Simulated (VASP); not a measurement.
A run of VASP 6.6.1:

Contents of INCAR:

```
SYSTEM = BN
ALGO     = Fast           ! electronic algorithm
EDIFF    = 1E-7           ! SCF threshold, eV
ENCUT    = 520            ! plane-wave cutoff, eV
GGA      = PE             ! functional
ISIF     = 2              ! what is computed and relaxed
ISMEAR   = 0              ! smearing method
IVDW     = 12             ! dispersion correction
KPAR     = 4            
LASPH    = .TRUE.         ! aspherical terms in the spheres
LCHARG   = .FALSE.        ! write CHGCAR
LEPSILON = .TRUE.         ! dielectric tensor by DFPT
LREAL    = .FALSE.        ! projectors in reciprocal space
LWAVE    = .FALSE.        ! write WAVECAR
NELM     = 100            ! most SCF steps
PREC     = Accurate       ! precision mode
SIGMA    = 0.02           ! smearing width, eV
```

File KPOINTS:

```
k-points
0
G
  15 15 6
  0 0 0
```

The input POSCAR:

```
BN
1.0
    2.4982400000      0.0000000000      0.0000000000
   -1.2491200000      2.1635393000      0.0000000000
    0.0000000000      0.0000000000      6.6357000000
B N
2 2
Direct
    0.3333333300      0.6666666700      0.2500000000
    0.6666666700      0.3333333300      0.7500000000
    0.3333333300      0.6666666700      0.7500000000
    0.6666666700      0.3333333300      0.2500000000
```

Potentials or basis: VASP PAW PBE potentials, release 64 (B, N).

Command:

```bash
$ cat potpaw_PBE.64/B/POTCAR potpaw_PBE.64/N/POTCAR > POTCAR
$ mpirun -np 4 vasp_std > vasp.out
```

Hardware: 4 MPI ranks on Intel(R) Xeon(R) Platinum 8488C (Sapphire Rapids) (shared host).

Q: How long does it take, and how much memory?

A: Wall time 85 s on 4 MPI ranks on Intel(R) Xeon(R) Platinum 8488C (Sapphire Rapids) (shared host), peak memory 0.4 GiB a rank. Counts: scf iterations 99, k points 108.
